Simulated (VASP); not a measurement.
A run of VASP 6.6.1:

The input INCAR:

```
ALGO = Fast ; EDIFF = 1E-7
ENCUT = 520 ; GGA = PE
ISIF = 2 ; ISMEAR = 0
LASPH = T ; LCHARG = F
LREAL = F ; LWAVE = F
NBANDS = 35 ; NELM = 100
PREC = Accurate ; SIGMA = 0.1
```

The input KPOINTS:

```
k-points
0
Gamma
  8 8 10
```

POSCAR

```
PbO2
1.0
    5.0820153523      0.0000000000      0.0000000000
    0.0000000000      5.0820153523      0.0000000000
    0.0000000000      0.0000000000      3.4428066680
Pb O
2 4
Direct
    0.0000000000      0.0000000000      0.0000000000
    0.5000000000      0.5000000000      0.5000000000
    0.3079753867      0.3079753867      0.0000000000
    0.1920246133      0.8079753867      0.5000000000
    0.6920246133      0.6920246133      0.0000000000
    0.8079753867      0.1920246133      0.5000000000
```

Potentials or basis: VASP PAW PBE potentials, release 64 (Pb_d, O).

Command:

```sh
$ cat potpaw_PBE.64/Pb_d/POTCAR potpaw_PBE.64/O/POTCAR > POTCAR
$ mpirun -np 1 vasp_std > vasp.out
```

Hardware: 1 thread of AMD EPYC 9R45 96-Core Processor (Zen 5) (shared host).

Problem. Estimate the wall time of this run.

Solution. Wall time 3.9 min on 1 thread of AMD EPYC 9R45 96-Core Processor (Zen 5), on a shared host, peak memory 0.32 GiB. Counts: scf iterations 18, k points 90.
